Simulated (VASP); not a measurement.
OSZICAR of a VASP run on TiB$_{2}$ (AlB2 type):

**OSZICAR**
```
       N       E                     dE             d eps       ncg     rms          rms(c)
DAV:   1     0.137211541351E+03    0.13721E+03   -0.10171E+04  2964   0.176E+03
DAV:   2    -0.198294370652E+02   -0.15704E+03   -0.15310E+03  2989   0.418E+02
DAV:   3    -0.304431621763E+02   -0.10614E+02   -0.10416E+02  4317   0.991E+01
DAV:   4    -0.308337465003E+02   -0.39058E+00   -0.38974E+00  3808   0.178E+01
DAV:   5    -0.308449189849E+02   -0.11172E-01   -0.11170E-01  4363   0.267E+00    0.176E+01
DAV:   6    -0.257518026055E+02    0.50931E+01   -0.25189E+01  3911   0.604E+01    0.399E+00
DAV:   7    -0.257926639155E+02   -0.40861E-01   -0.15347E+00  3276   0.146E+01    0.350E+00
DAV:   8    -0.258028298490E+02   -0.10166E-01   -0.16390E-01  4338   0.370E+00    0.738E-01
DAV:   9    -0.257944783574E+02    0.83515E-02   -0.66919E-02  4027   0.339E+00    0.253E-01
DAV:  10    -0.257939313588E+02    0.54700E-03   -0.47193E-03  3696   0.976E-01    0.774E-02
DAV:  11    -0.257939317211E+02   -0.36229E-06   -0.26507E-04  4161   0.220E-01    0.601E-02
DAV:  12    -0.257939041034E+02    0.27618E-04   -0.18181E-04  3797   0.187E-01    0.102E-02
DAV:  13    -0.257939030598E+02    0.10436E-05   -0.11944E-05  3591   0.463E-02    0.197E-03
DAV:  14    -0.257939030949E+02   -0.35059E-07   -0.27108E-07  3375   0.606E-03
   1 F= -.25637018E+02 E0= -.25636777E+02  d E =-.256370E+02
       N       E                     dE             d eps       ncg     rms          rms(c)
DAV:   1    -0.258014044993E+02   -0.75014E-02   -0.18798E-01  3278   0.683E+00    0.900E-01
DAV:   2    -0.257934554925E+02    0.79490E-02   -0.47530E-02  4025   0.322E+00    0.174E-01
DAV:   3    -0.257926620844E+02    0.79341E-03   -0.34727E-03  3719   0.688E-01    0.692E-02
DAV:   4    -0.257927308126E+02   -0.68728E-04   -0.11711E-03  3786   0.261E-01    0.446E-02
DAV:   5    -0.257928603317E+02   -0.12952E-03   -0.18293E-04  4460   0.982E-02    0.134E-02
DAV:   6    -0.257928795520E+02   -0.19220E-04   -0.41317E-05  4145   0.361E-02    0.865E-03
DAV:   7    -0.257928843681E+02   -0.48161E-05   -0.76706E-06  4122   0.224E-02    0.296E-03
DAV:   8    -0.257928842499E+02    0.11815E-06   -0.92500E-07  3474   0.799E-03    0.807E-04
DAV:   9    -0.257928844002E+02   -0.15023E-06   -0.18022E-07  2604   0.355E-03    0.630E-04
DAV:  10    -0.257928843798E+02    0.20329E-07   -0.26269E-08  1574   0.179E-03
   2 F= -.25637049E+02 E0= -.25636812E+02  d E =-.314694E-04
       N       E                     dE             d eps       ncg     rms          rms(c)
DAV:   1    -0.257955905627E+02   -0.27062E-02   -0.43463E-02  3299   0.330E+00    0.436E-01
DAV:   2    -0.257937570742E+02    0.18335E-02   -0.11457E-02  3966   0.157E+00    0.846E-02
DAV:   3    -0.257935610153E+02    0.19606E-03   -0.86024E-04  3766   0.345E-01    0.327E-02
DAV:   4    -0.257935760856E+02   -0.15070E-04   -0.26605E-04  3780   0.122E-01    0.210E-02
DAV:   5    -0.257936033855E+02   -0.27300E-04   -0.42797E-05  4646   0.433E-02    0.812E-03
DAV:   6    -0.257936067736E+02   -0.33881E-05   -0.83500E-06  4111   0.179E-02    0.457E-03
DAV:   7    -0.257936074119E+02   -0.63828E-06   -0.15412E-06  4147   0.952E-03    0.116E-03
DAV:   8    -0.257936073936E+02    0.18249E-07   -0.37538E-07  3077   0.434E-03
   3 F= -.25637269E+02 E0= -.25637030E+02  d E =-.251072E-03
```

### Question
Which electronic solver shows in the log?

### Answer
It is blocked Davidson (ALGO = Normal, or the opening steps of other solvers). The INCAR had ALGO = Normal.

### Question
Can the final energy be trusted as converged?

### Answer
The calculation finished and met its thresholds. It stopped with EDIFF = 1E-7, NELM = 100, NSW = 40 and EDIFFG = -0.01 after 3 ionic steps (PBEsol GGA, plane waves, VASP's PBE PAW potentials (set 64)).

The compound is TiB2 in the AlB2 type structure. This run relaxes it under an external pressure of 1 GPa. Symmetry was kept, so distortions that lower it aren't found.
